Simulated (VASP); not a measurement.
Computed with r2SCAN meta-GGA, VASP's PBE PAW potentials (set 64) (plane waves; VASP).

Input for VASP

### KPOINTS
```
Automatic mesh
0
Gamma
12 12 12
0 0 0
```

**INCAR**
```
SYSTEM = C
PREC = Accurate; ENCUT = 600; LREAL = F
LASPH = T
EDIFF = 1E-7; NELM = 100; ALGO = Normal
LMIXTAU = T
ISMEAR = 0; SIGMA = 0.05
METAGGA = R2SCAN
ISIF = 2
LWAVE = F; LCHARG = F
```

**POSCAR**
```
C
1
    0.0000000000     1.7815935352     1.7815935352
    1.7815935352     0.0000000000     1.7815935352
    1.7815935352     1.7815935352    -0.0000000000
C
2
Direct
  0.0000000000   0.0000000000   0.0000000000
  0.2500000000   0.2500000000   0.2500000000
```

POTCAR, in this order: C (PBE.64 set). Program: vasp_std.

Problem. What will the output report for the number of irreducible k-points (NKPTS), number of bands (NBANDS), largest plane-wave count, number of space-group operations, FFT grid (NGX, NGY, NGZ)?

Solution. 
The number of irreducible k-points (NKPTS) is 72, the number of bands (NBANDS) is 8 and the largest plane-wave count comes out as 388. The number of space-group operations comes out as 48 and the FFT grid (NGX, NGY, NGZ) is 20 × 20 × 20.

The compound is C in the diamond structure. It was relaxed first.
